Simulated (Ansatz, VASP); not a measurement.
# BeSi2 in two plane-wave programs

One calculation is typed for both programs; each brings its own data sets. How far apart do they land? The cell is generated by rule, not measured, and may not be a known phase. The cell is taken from a series of runs on this material, whose earlier steps may have relaxed, scaled, displaced or heated it; both programs get it as it stands.

Method: plane waves, with VASP 6.6.1 beside it; relaxation of cell and atoms at PBEsol, in Ansatz 0.2.0.

The structure was built from a prototype and need not be the compound's stable phase.

## 1. Starting point

Symmetry: P-3m1, No. 164, trigonal system. Conventional cell: a = 2.782 Å, b = 2.782 Å, c = 5.533 Å, α = 90.00°, β = 90.00°, γ = 120.00°. Nearest to Be lie 6 Si at 2.38 Å. Nearest to Si lie 3 Be at 2.38 Å and 3 Si at 2.57 Å. Farther neighbours are not listed.

Coordinates:

```xyz
3
Lattice="2.7821 0.0000 0.0000 -1.3910 2.4093 0.0000 0.0000 0.0000 5.5328" Properties=species:S:1:pos:R:3 pbc="T T T"
Be    0.0000    0.0000    0.0000
Si    0.0000    1.6062    1.7622
Si    1.3910    0.8031    3.7706
```

## 2. VASP: relaxation of cell and atoms, PBEsol

The relaxed volume is the usual yardstick between codes: in a stiff, nearly cubic crystal its relative difference is about their pressure difference at one cell divided by the bulk modulus.

Lines of VASP's logs that name or quote its potential files are left out, and so is its time.

Input file INCAR:

```
SYSTEM = BeSi2
PREC = Accurate
ENCUT = 600
EDIFF = 1E-07
NELM = 120
ISMEAR = 1
SIGMA = 0.15
LREAL = .FALSE.
ALGO = Normal
GGA = PS
NBANDS = 11
LORBIT = 11
LWAVE = .FALSE.
LCHARG = .FALSE.
ISIF = 3
IBRION = 2
NSW = 80
EDIFFG = -0.005
LASPH = .TRUE.
GGA_COMPAT = .FALSE.
NELMIN = 4
KPAR = 2
```

Input file POSCAR:

```
BeSi2
1.0
    2.7820670000      0.0000000000      0.0000000000
   -1.3910340000      2.4093410000      0.0000000000
    0.0000000000      0.0000000000      5.5327580000
Be Si
1 2
Direct
    0.0000000000      0.0000000000      0.0000000000
    0.3333333840      0.6666665283      0.3185026347
    0.6666669755      0.3333334717      0.6814971846
```

Input file KPOINTS:

```
Automatic mesh
0
Gamma
15 15 8
0 0 0
```

PAW data sets: Be and Si (PBE family, release 64).

Command:

```console
> mpirun -np 2 vasp_std
```

Numbers of over 12 decimals in the logs are rounded to 6 here.

Output:

```text
[banner, memory and clock lines left out]
running    2 mpi-ranks, on    1 nodes
 distrk:  each k-point on    1 cores,    2 groups
 distr:  one band on    1 cores,    1 groups

 POSCAR found type information on POSCAR BeSi
 POSCAR found :  2 types and       3 ions
|                                                                             |
|               ----> ADVICE to this user running VASP <----                  |
|                                                                             |
|     You enforced a specific xc type in the INCAR file but a different       |
|     [... a line on the potential file left out ...]
|     I HOPE YOU KNOW WHAT YOU ARE DOING!                                     |
|                                                                             |

 LDA part: xc-table for (Slater+PW92), standard interpolation
 POSCAR, INCAR and KPOINTS ok, starting setup
 FFT: planning ... GRIDC
 FFT: planning ... GRID_SOFT
 FFT: planning ... GRID
 WAVECAR not read
 entering main loop
       N       E                     dE             d eps       ncg     rms          rms(c)
DAV:   1     0.102770657054E+02    0.10277E+02   -0.47816E+03  4224   0.867E+02
DAV:   2    -0.135489760493E+02   -0.23826E+02   -0.22477E+02  5588   0.116E+02
DAV:   3    -0.144219546287E+02   -0.87298E+00   -0.85400E+00  5989   0.191E+01
DAV:   4    -0.144281974052E+02   -0.62428E-02   -0.62393E-02  5385   0.190E+00
DAV:   5    -0.144282610739E+02   -0.63669E-04   -0.63662E-04  5603   0.176E-01    0.471E+00
DAV:   6    -0.143451904820E+02    0.83071E-01   -0.15963E-01  4936   0.195E+00    0.272E+00
DAV:   7    -0.143220269386E+02    0.23164E-01   -0.33008E-02  5418   0.105E+00    0.543E-01
DAV:   8    -0.143199461935E+02    0.20807E-02   -0.13758E-03  5437   0.224E-01    0.159E-01
DAV:   9    -0.143197083664E+02    0.23783E-03   -0.19651E-04  5390   0.801E-02    0.217E-02
DAV:  10    -0.143197067943E+02    0.15721E-05   -0.79412E-06  5299   0.202E-02    0.972E-03
DAV:  11    -0.143197057605E+02    0.10338E-05   -0.22026E-06  5438   0.750E-03    0.163E-03
DAV:  12    -0.143197057020E+02    0.58495E-07   -0.92264E-08  3323   0.219E-03
   1 F= -.14319706E+02 E0= -.14319829E+02  d E =-.143197E+02
 curvature:   0.00 expect dE= 0.000E+00 dE for cont linesearch  0.000E+00
 trial: gam= 0.00000 g(F)=  0.193E-05 g(S)=  0.766E-04 ort = 0.000E+00 (trialstep = 0.100E+01)
 search vector abs. value=  0.785E-04
 bond charge predicted
       N       E                     dE             d eps       ncg     rms          rms(c)
DAV:   1    -0.143197656283E+02   -0.59868E-04   -0.81651E-04  5121   0.156E-01    0.265E-02
DAV:   2    -0.143197411016E+02    0.24527E-04   -0.74128E-05  5023   0.496E-02    0.156E-02
DAV:   3    -0.143197366142E+02    0.44874E-05   -0.77365E-06  5502   0.171E-02    0.635E-03
DAV:   4    -0.143197350256E+02    0.15886E-05   -0.11742E-06  5362   0.575E-03    0.157E-03
DAV:   5    -0.143197348226E+02    0.20301E-06   -0.30779E-08  2937   0.131E-03    0.113E-03
DAV:   6    -0.143197346568E+02    0.16574E-06   -0.15051E-08  2622   0.857E-04    0.207E-04
DAV:   7    -0.143197346594E+02   -0.26095E-08   -0.18220E-09  2493   0.402E-04
   2 F= -.14319735E+02 E0= -.14319860E+02  d E =-.289574E-04
 trial-energy change:   -0.000029  1 .order   -0.000030   -0.000079    0.000018
 step:   0.8022(harm=  0.8174)  dis= 0.00017  next Energy=   -14.319736 (dE=-0.307E-04)
 bond charge predicted
       N       E                     dE             d eps       ncg     rms          rms(c)
DAV:   1    -0.143197373960E+02   -0.27392E-05   -0.31986E-05  5079   0.308E-02    0.527E-03
DAV:   2    -0.143197365085E+02    0.88758E-06   -0.29076E-06  5014   0.983E-03    0.310E-03
DAV:   3    -0.143197364428E+02    0.65655E-07   -0.30343E-07  5147   0.339E-03    0.126E-03
DAV:   4    -0.143197365068E+02   -0.64033E-07   -0.44359E-08  2529   0.114E-03
   3 F= -.14319737E+02 E0= -.14319862E+02  d E =-.308048E-04
 curvature:  -0.41 expect dE=-0.503E-06 dE for cont linesearch -0.681E-08
 trial: gam= 0.00118 g(F)=  0.922E-06 g(S)=  0.318E-06 ort = 0.115E-05 (trialstep = 0.960E+00)
 search vector abs. value=  0.124E-05
 reached required accuracy - stopping structural energy minimisation
```

Parts of OUTCAR (step 2):

```text
ion  position               nearest neighbor table
   1  0.000  0.000  0.000-   2 2.38   2 2.38   2 2.38   3 2.38   3 2.38   3 2.38
   2  0.333  0.667  0.319-   1 2.38   1 2.38   1 2.38   3 2.57   3 2.57   3 2.57
   3  0.667  0.333  0.681-   1 2.38   1 2.38   1 2.38   2 2.57   2 2.57   2 2.57

  LATTYP: Found a hexagonal cell.
 ALAT       =     2.7820670000
 C/A-ratio  =     1.9887220545

 Subroutine GETGRP returns: Found 12 space group operations
 (whereof 12 operations were pure point group operations)

The static configuration has the point symmetry D_3d.

 Found    192 irreducible k-points:

   k-points           NKPTS =    192   k-points in BZ     NKDIM =    192   number of bands    NBANDS=     11

   dimension x,y,z NGX =    24 NGY =   24 NGZ =   48
   dimension x,y,z NGXF=    48 NGYF=   48 NGZF=   96

   ENCUT  =  600.0 eV  44.10 Ry    6.64 a.u.   5.56  5.56 11.05*2*pi/ulx,y,z

   NELECT =      10.0000    total number of electrons

 k-points in reciprocal lattice and weights: Automatic mesh
   0.00000000  0.00000000  0.00000000       0.001
   0.06666667 -0.00000000  0.00000000       0.003
   0.13333333 -0.00000000  0.00000000       0.003
   0.20000000 -0.00000000  0.00000000       0.003
   0.26666667 -0.00000000  0.00000000       0.003
   0.33333333 -0.00000000  0.00000000       0.003
   0.40000000 -0.00000000  0.00000000       0.003
   0.46666667 -0.00000000  0.00000000       0.003
   0.06666667  0.06666667  0.00000000       0.003
[...]
0.33333333  0.26666667  0.50000000       0.007
   0.33333333  0.33333333  0.50000000       0.001

 average (electrostatic) potential at core
       1 -30.9544       2 -80.2302       3 -80.2302

 E-fermi :   9.4082

 k-point     1 :       0.0000    0.0000    0.0000
  band No.  band energies     occupation
      1      -4.8545      2.00000
      2      -0.7820      2.00000
      3       1.3122      2.00000
      4      12.5243      0.00000
      5      14.4677      0.00000
      6      16.7517      0.00000
      7      16.7517      0.00000
      8      16.8626      0.00000
    ...

 k-point     2 :       0.0667   -0.0000    0.0000
  band No.  band energies     occupation
      1      -4.7455      2.00000
      2      -0.6724      2.00000
      3       1.4070      2.00000
      4      12.6011      0.00000
      5      14.3261      0.00000
      6      15.2640      0.00000
      7      15.6251      0.00000
      8      17.2490      0.00000
    ...

 k-point     3 :       0.1333   -0.0000    0.0000
  band No.  band energies     occupation
      1      -4.4190      2.00000
      2      -0.3441      2.00000
      3       1.6909      2.00000
      4      12.3509     -0.00000
      5      13.1023      0.00000
      6      14.5237      0.00000
      7      14.7812      0.00000
      8      16.5348      0.00000
    ...

  Total        0.0022711      0.0022711     -0.0030767     -0.0000000     -0.0000000     -0.0000000
  in kB        0.0979666      0.0979666     -0.1327218     -0.0000000     -0.0000000     -0.0000000
  external PRESSURE =       0.0210705 kB  Pullay stress =       0.0000000 kB

  energy-cutoff  :      600.00
  volume of cell :       37.14
      direct lattice vectors                 reciprocal lattice vectors
     2.783229634 -0.000000000 -0.000000000     0.359294823  0.207439012  0.000000000
    -1.391615317  2.410347871  0.000000000     0.000000000  0.414877874  0.000000000
    -0.000000000  0.000000000  5.536442029     0.000000000  0.000000000  0.180621416

 POSITION                                       TOTAL-FORCE (eV/Angst)
 -----------------------------------------------------------------------------------
     -0.00000      0.00000      5.53644         0.000000      0.000000      0.000000
     -0.00000      1.60690      1.76354        -0.000000      0.000000      0.003092
      1.39162      0.80345      3.77290         0.000000     -0.000000     -0.003092
 -----------------------------------------------------------------------------------
    total drift:                               -0.000038     -0.000000      0.000032

  FREE ENERGIE OF THE ION-ELECTRON SYSTEM (eV)
  ---------------------------------------------------
  free  energy   TOTEN  =       -14.3197365068 eV

  energy  without entropy=      -14.3201126233  energy(sigma->0) =      -14.31986188

 reached required accuracy - stopping structural energy minimisation

 total charge
# of ion       s       p       d       tot
------------------------------------------
    1        0.397   0.590   0.000   0.988
    2        0.803   0.787   0.000   1.590
    3        0.803   0.787   0.000   1.590
--------------------------------------------------
tot          2.003   2.164   0.000   4.167

[... 3 further parts left out ...]
```

CONTCAR:

```
BeSi2
   1.00000000000000
     2.7832296340766809   -0.0000000002412764   -0.0000000000000000
    -1.3916153174562433    2.4103478711461848    0.0000000000000000
    -0.0000000000000000    0.0000000000000000    5.5364420293059702
  Be              Si
     1     2
Direct
     0.0000000000000000    0.0000000000000000    1.0000000000000000
     0.3333333839999995    0.6666665282999986    0.3185339575902201
     0.6666669755000001    0.3333334717000014    0.6814658617097810
```

## 3. Ansatz: relaxation of cell and atoms, PBEsol

Ansatz runs on its default PAW (the set named soft_2) files.

The same cell, functional, mesh and smearing now go to Ansatz, which takes its cutoff from its data sets.

Input file input.yaml:

```yaml
crystal:
  lattice:
    - [2.7820671266, 0.0, 0.0]
    - [-1.3910335633, 2.4093408067, 0.0]
    - [0.0, 0.0, 5.5327577395]
  atoms:
    - { symbol: Be, position: [0.0, 0.0, 0.0] }
    - { symbol: Si, position: [0.3333333333, 0.6666666667, 0.3185027188] }
    - { symbol: Si, position: [0.6666666667, 0.3333333333, 0.6814972812] }
kpoints:
  mp_grid: { grid: [15, 15, 8] }
hamiltonian:
  xc: pbesol
scf:
  occupations: { method: methfessel_paxton, width: 0.15 }
output:
  forces: true
  stress: true
  eigenvalues: true
relax:
  adjacent_minimum: "off"
  f_tol: 0.001
  max_steps: 60
  cell: { stress_tol: 0.01 }
```

Command:

```console
> ansatz run input.yaml --threads 4 --pin off --max-ram 7168MiB --backend cpu --events-out ev --progress --plain --runs-dir out
```

Output:

```text
Engine: ansatz 0.2.0, aarch64-unknown-linux-gnu
Pseudopotentials: kind: paw
Pseudopotential: Be, paw, valence charge 2, recommended cutoff 420 eV (normal), Be.paw.azcp
Pseudopotential: Si, paw, valence charge 4, recommended cutoff 420 eV (normal), Si.paw.azcp
Functional definition: PBEsol
  exchange = pbesol_x
  correlation = pbesol_c
Crystal: 3 atoms, lattice volume = 37.086 Å³
Basis set: ecut = 420 eV, 739 PW (Γ), exchange–correlation on 40×40×80 points (8 copies of the dense FFT grid, shifted against one another)
Bands: 9, of which v1, the nominal top of the filled ones, is band 5 counted from 1 (4 counted from 0)
Symmetry: 12 space group operations
Space group: P-3m1 (ITA 164), of the structure as read, at distance tolerance 3.3e-5 Å
k-points: 192 of 1800
Non-local potential: Be, projectors of the file, l = 0: 2, l = 1: 2, l = 2: 1
Non-local potential: Si, projectors of the file, l = 0: 2, l = 1: 2, l = 2: 2
PAW form: soft (Blöchl's): semilocal exchange-correlation on the pseudo side does not see the compensation charge
PAW frozen core: Be, regenerated for the run's functional, and the local potential with it (the file was generated under x = pbe(κ = 0.804, μ = 0.219515), c = pbe(β = 0.066725))
PAW frozen core: Si, regenerated for the run's functional, and the local potential with it (the file was generated under x = pbe(κ = 0.804, μ = 0.219515), c = pbe(β = 0.066725))
PAW one-centre angular grid: Be, 110 points (default); XC on 64 Gauss nodes
PAW one-centre angular grid: Si, 110 points (default); XC on 64 Gauss nodes
Initial density: superposition of atomic densities (neutral atoms: chi_scale 0, normalization atom), corrected by the library's trained network
Initial wavefunctions: pseudopotential atomic-orbital guess
Functional: x = pbesol(κ = 0.804, μ = 0.123457), c = pbesol(β = 0.046)
SCF iter   1: F=—  HF=-1332.162846 eV  |F-HF|=—  |Δ(HF+E_count)|=         —  Δρ=2.29e-3  dr2=1.72e-3  ethr=1.77e-3  ⟨swp⟩=5.2  Hψ=13214  notcnv=0
preconditioner: auto → none  [metal: Δε(μ)=0.025 eV  Ē_g=9.156 eV  σ=0.150 eV  W_gap=0.14  n_scr=2 (ndim 8)  ℏωp=19.3 eV  f_vac=0.000  D(μ)=0.89/eV (n_scr^D=2)  sad-step TF]
SCF iter   2: F=—  HF=-1332.162630 eV  |F-HF|=—  |Δ(HF+E_count)|=   2.17e-4  S|Δr|=    0.00e0  Δρ=1.37e-3  dr2=6.72e-4  ethr=1.72e-5  ⟨swp⟩=1.5  Hψ=3454  notcnv=0
SCF iter   3: F=—  HF=-1332.162701 eV  |F-HF|=—  |Δ(HF+E_count)|=   7.13e-5  S|Δr|=    0.00e0  Δρ=7.18e-4  dr2=1.22e-3  ethr=6.72e-6  ⟨swp⟩=2.5  Hψ=2534  notcnv=0
SCF iter   4: F=—  HF=-1332.162449 eV  |F-HF|=—  |Δ(HF+E_count)|=   2.52e-4  S|Δr|=    0.00e0  Δρ=1.24e-4  dr2=2.00e-5  ethr=6.72e-6  ⟨swp⟩=2.0  Hψ=2128  notcnv=0
SCF iter   5: F=—  HF=-1332.162448 eV  |F-HF|=—  |Δ(HF+E_count)|=   1.10e-6  S|Δr|=    0.00e0  Δρ=2.98e-5  dr2=1.20e-6  ethr=2.00e-7  ⟨swp⟩=2.0  Hψ=2155  notcnv=0
SCF iter   6: F=—  HF=-1332.162448 eV  |F-HF|=—  |Δ(HF+E_count)|=   1.47e-7  S|Δr|=    0.00e0  Δρ=1.53e-5  dr2=3.93e-7  ethr=1.20e-8  ⟨swp⟩=1.0  Hψ=1661  notcnv=0
SCF iter   7: F=-1332.162448 eV  HF=-1332.162448 eV  |F-HF|=5.05e-9  |Δ(HF+E_count)|=   8.06e-8  S|Δr|=    0.00e0  Δρ=1.97e-6  dr2=5.77e-9  ethr=1.00e-9  ⟨swp⟩=3.9  Hψ=7033  notcnv=0
SCF 1 converged in 7 iterations: F = -1332.162448 eV  dr2 = 5.77e-9
  greatest PAW one-centre occupation: 0.662 electrons in one spin orbital (limit 2), on the Si atom at site 2 (counted from 0), in its partial waves of l = 0
relax step   1: F+E_penalty+E_count = -1332.16244799 eV  Δ(F+E_penalty+E_count) = +0.000e0 eV  max|allowed force component| = 3.102e-4 eV/Å  Δτ_max = 0.0000 Å  P = -0.011 GPa  Ω = 37.086 Å³  (7 SCF iters, dr2 threshold 1.00e-7 eV, accepted)
[...]
relax step   2: F+E_penalty+E_count = -1332.16244862 eV  Δ(F+E_penalty+E_count) = -6.299e-7 eV  max|allowed force component| = 2.143e-5 eV/Å  Δτ_max = 0.0000 Å  P = -0.003 GPa  Ω = 37.083 Å³  energy of the carried Pulay correction = +5.013e-7 eV  (4 SCF iters, dr2 threshold 6.67e-10 eV, accepted)
[...]
relax step   3: F+E_penalty+E_count = -1332.16244862 eV  Δ(F+E_penalty+E_count) = -3.638e-12 eV  max|allowed force component| = 2.256e-5 eV/Å  Δτ_max = 0.0000 Å  P = -0.003 GPa  Ω = 37.083 Å³  stress off target by 3.73e-3 GPa  SCF on the basis re-selected at this cell (its energy is not comparable with the rows above)  (6 SCF iters)
basis re-selected at this cell: Δ(F+E_penalty+E_count) = -3.638e-12 eV, ΔP = -0.000 GPa vs the last step (what re-selecting the basis moved, of the pressure what is left beyond the Pulay correction that the steps carried, after the strain that the cell walked since its last selection, with what the two solves' SCF thresholds leave and, on support functions, any second-order correction that the steps lacked; it is no  [...]
SCF converged after 6 iterations
Stability not checked: this state was not tested for a lower state beside it, because cold or Methfessel-Paxton smearing, or corrected tetrahedra, fill the levels in a way that the test cannot read (fill_not_monotonic; see scf.lower_state_search)
Free energy (F): -1332.162449 eV
Harris-Foulkes:  -1332.162449 eV  (|F-HF|=2.27e-13)
Internal energy: -1332.162815 eV  (E = F + TS)
E sigma→0 (E₀):  -1332.162540 eV
Entropy (-TS):   0.000367 eV (0.122 meV/atom)
Fermi energy:    10.085833 eV
--- Per-component energies (eV) ---
  E_band       = 44.408424
  E_kinetic    = 103.634112
  E_local      = -0.720333  (includes V_loc(G=0)·N_el)
  E_nonlocal   = 55.356896
  E_hartree    = 4.390954
  E_xc         = -131.128449
  E_vxc        = -117.234388  (∫ρ·V_xc dr)
  E_paw        = -1054.146765  (= ΣΔE_a)
  E_vpaw       = -5.409782  (= ΣTr[D̂ρ^β])
  E_aug_tail   = 0.000012  (compensation charges beyond the density's cutoff)
  E_ewald      = -309.621894
  E_core_change = 0.072653  (= ΣΔE_core)
  E_smearing   = 0.000367  (= −TS)
  E_closure    = -0.000000  (closes the sum)
  Σ components = -1332.162449   (vs F -1332.162449, Δ=0.00e0)
--- Forces (eV/Å), atoms counted from 1 ---
  atom   1  Be     0.00000000    -0.00000000     0.00000000
  atom   2  Si    -0.00000000    -0.00000000    -0.00002256
  atom   3  Si     0.00000000     0.00000000     0.00002256
  max |Σ_I F_I| component: 4.63e-18 eV/Å
--- Stress (GPa, compression-positive) ---
       -0.002371      -0.000000      -0.000000
        0.000000      -0.002371      -0.000000
       -0.000000      -0.000000      -0.003734
  P = ⅓ Tr σ = -0.0028 GPa (-0.028 kbar)
--- Band table (eV; the first three rows and the last of 192) ---
  k-point 0: bands = ["-4.1857", "-0.1074", "1.9856", "13.2063", "15.1556", "17.4271", "17.4271", "17.5433", "17.5433"]
  k-point 1: bands = ["-4.1423", "-0.4536", "2.4695", "11.9970", "16.4630", "17.4209", "17.4209", "17.6372", "17.6372"]
  k-point 2: bands = ["-4.0247", "-1.0487", "3.4737", "10.2891", "17.4418", "17.4418", "17.8688", "17.8688", "18.4595"]
  k-point 191: bands = ["4.0943", "4.0943", "4.6986", "5.5716", "5.5716", "6.6770", "13.1558", "13.2389", "13.2389"]
--- Relaxed structure (2 steps of the walk, 2 accepted, 1 SCFs on fresh bases) ---
  F+E_penalty+E_count = -1332.16244862 eV   max|allowed force component| = 2.256e-5 eV/Å   (the final SCF, on the basis selected at the relaxed cell)
  cell:  # Å, volume = 37.0834 Å³
    - [2.782032, 0.0, 0.0]
    - [-1.391016, 2.409311, 0]
    - [0.0, 0, 5.532539]
  atoms:
    - { symbol: Be, position: [0, 0.0, 0.0] }
    - { symbol: Si, position: [0.333333, 0.666667, 0.318499] }
    - { symbol: Si, position: [0.666667, 0.333333, 0.681501] }
```

## 4. Side by side

Known differences besides the potentials themselves: the cutoff is 420 eV in Ansatz and 600 eV in VASP; Ansatz makes its cores anew for this functional, VASP keeps those of its PBE data sets; Ansatz adds a Pulay correction to the stress that steers its cell, VASP none. Total energies have different zeros and are not compared.

The two programs side by side:

```
                                         quantity  Ansatz   VASP  difference
                                      volume (Å³)   37.08  37.14     -0.16 %
edge a after relaxation, in the typed setting (Å)   2.782  2.783     -0.04 %
edge c after relaxation, in the typed setting (Å)   5.532  5.536     -0.07 %
```

## 5. Outcome

- difference in volume (relaxation of cell and atoms, PBEsol): -0.16 %

The difference in volume is -0.16 % (relaxation of cell and atoms, PBEsol), within the 1.2 % picked in this series as the mark of a large difference, as far as the stopping tolerances let one tell. 3 further runs of this series are not shown here. Such differences can come from data sets, numerical settings and the points named under the comparisons, not from the functional's error against experiment.

[Lines on the potential files, build, host, timing and source positions are cut from VASP's logs without a mark.]

[Logs are printed without paths, hosts, clocks, repeated set-up lines and the standing remarks that a program may print on its own settings, such as how far it seeks lower states.]

[Hosts, paths, dates, database ids (printed as entryN), source tags and the programs' standing remarks are cut or masked in the printed files.]
